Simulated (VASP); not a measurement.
## PbF2: energy against strain

PbF2 (fluorite, Fm-3m, 17.071 Å³/atom and stress up to 0.08 GPa in the relaxed cell, cube axes along x, y and z) under a strain ε along a cube axis (axis z), the other axes held. PBEsol in VASP (plane waves, PAW), 600 eV, 10×10×10 Γ-centred mesh, Gaussian smearing 0.05 eV; ions are relaxed, or left where forces stay under 0.02 eV/Å, within the symmetry of each cell.

Here s stands for strain and y for E less E0.

```
strain (%)  E less E0 (meV/atom)
----------  --------------------
-1.50                       1.77
-1.00                       0.88
-0.50                       0.29
0.00                        0.00
0.50                        0.04
1.00                        0.36
1.50                        0.98
3.00                           ?
```

Taking a parabola for y over the 7 complete rows: Least squares gives y = 0.010 - 0.2614·s + 0.6076·s². Residuals (row less fit): 0.001, 0.001, -0.003, -0.010, 0.009, 0.004, -0.005; standard error 0.008 (degrees of freedom: 4). Twice the quadratic coefficient over the volume, 2 × 0.6076 meV × 10⁴ × 0.1602 / 17.071 Å³, is the elastic constant C11 = 114.1 ± 0.6 GPa (± standard error of the fit, which holds the terms cut off).

Task: What does the fit predict for y at s = 3.00, and how far is the calculated value from it?

Result: y = 0.010 - 0.2614 × 3.0 + 0.6076 × 3.0² = 4.694 meV/atom. The calculation gives 4.54 meV/atom, 0.154 meV/atom below the prediction (3.4 % of the range of y in the table). The row lies outside the fitted rows, so this is an extrapolation. From the scatter of the fitted rows alone, a prediction at this place has a standard error of 0.029 meV/atom, so the miss is 5.3 times that.

A polynomial of degree 3 through the 12 other runs of the series gives 4.54 there, so most of the miss is curvature that the fit leaves out. Spin-orbit coupling is left out, which can shift these values for the heavy elements here. PbF2 is here the β form. Rows are the converged runs of the series near zero and its far end, less any whose ions stayed unrelaxed beside relaxed ones; series whose fitted rows scatter by over a few per cent of the range, as at a crossing or softening among them, aren't shown in this form. Most that stay on the fit to the last digits aren't either.
